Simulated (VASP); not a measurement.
Consider the following.

```
CELL_PARAMETERS angstrom
      0.00000     2.59547     2.59547
      2.59547     0.00000     2.59547
      2.59547     2.59547     0.00000
ATOMIC_POSITIONS crystal
  Zr 0.00000 0.00000 0.00000
  O  0.25000 0.25000 0.25000
  O  0.75000 0.75000 0.75000
```

The numbers are results of PBE GGA, VASP's PBE PAW potentials (set 64) (plane waves; VASP), not measurements. Settings: 400 eV cut-off, 11×11×11 Γ-centred mesh, Gaussian smearing of 0.020 eV, potentials Zr_sv O.

At this cut-off the stress carries a Pulay error, which pulls relaxed volumes low.

Task: Give the stress tensor in GPa (positive for a compressed cell).

Result: 
```
-14.85    0.00    0.00
  0.00  -14.85    0.00
  0.00    0.00  -14.85
```
The pressure is its mean diagonal, -14.85 GPa.

The structure comes from a computed database's ZrO2 entry; how it stands against other phases isn't given here. The cell was not relaxed at this level.
